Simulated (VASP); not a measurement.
These are r2SCAN meta-GGA, VASP's PBE PAW potentials (set 64) (plane waves; VASP) values and carry that method's errors.

VASP ran on this input.

### INCAR
```
# general
SYSTEM   =  PtAs
PREC     =  Accurate
ENCUT    =  400
LREAL    =  .FALSE.
LASPH    =  .TRUE.

# electronic loop
EDIFF    =  1E-6
NELM     =  100
ALGO     =  Normal
LMAXMIX  =  6
LMIXTAU  =  .TRUE.

# smearing
ISMEAR   =  1
SIGMA    =  0.1

# functional
METAGGA  =  R2SCAN

# ions
IBRION   =  2
NSW      =  60
ISIF     =  3
EDIFFG   =  -0.01

# output
LWAVE    =  .FALSE.
LCHARG   =  .FALSE.
```

File KPOINTS:
```
Regular mesh
0
gamma
10 10 10
```

POSCAR:
```
PtAs
1
    3.3150000000     0.0000000000     0.0000000000
    0.0000000000     3.3150000000     0.0000000000
    0.0000000000     0.0000000000     3.3150000000
Pt As
1 1
Direct
  0.0000000000   0.0000000000   0.0000000000
  0.5000000000   0.5000000000   0.5000000000
```

POTCAR, in this order: Pt As (PBE.64 set). Program: vasp_std.

Energy and stress use the plane-wave basis of the starting cell. Unless said otherwise, spin-orbit coupling is left out, though it shifts the bands of the heavy elements here.

### Question
Predict the energy per atom (σ→0), volume per atom, band gap (on the k-mesh).

### Answer

* **energy per atom (σ→0)**: -33.026 eV/atom
* **band gap (on the k-mesh)**: none (metal, semimetal or under 0.01 eV)
* **volume per atom**: 16.41 Å³/atom

**OSZICAR**
```
...
DAV:   1    -0.660530112992E+02   -0.84636E-03   -0.13158E-02  1304   0.124E+00    0.172E-01
DAV:   2    -0.660523527724E+02    0.65853E-03   -0.39562E-03  1276   0.626E-01    0.839E-02
DAV:   3    -0.660523287862E+02    0.23986E-04   -0.23998E-04  1276   0.157E-01    0.428E-02
DAV:   4    -0.660523111134E+02    0.17673E-04   -0.74684E-05  1327   0.682E-02    0.103E-02
DAV:   5    -0.660523077182E+02    0.33952E-05   -0.37281E-05  1341   0.547E-02    0.103E-02
DAV:   6    -0.660523198460E+02   -0.12128E-04   -0.12549E-05  1359   0.328E-02    0.262E-03
DAV:   7    -0.660523203156E+02   -0.46952E-06   -0.39661E-07   643   0.691E-03
   4 F= -.66052320E+02 E0= -.66051882E+02  d E =-.171369E+00
```

The structure was generated: PtAs was put into the CsCl type type (Pm-3m), which need not be its known phase. This run relaxes it. Symmetry was kept, so distortions that lower it aren't found. The electron count is odd and the run is not spin-polarised, which forces a metal.
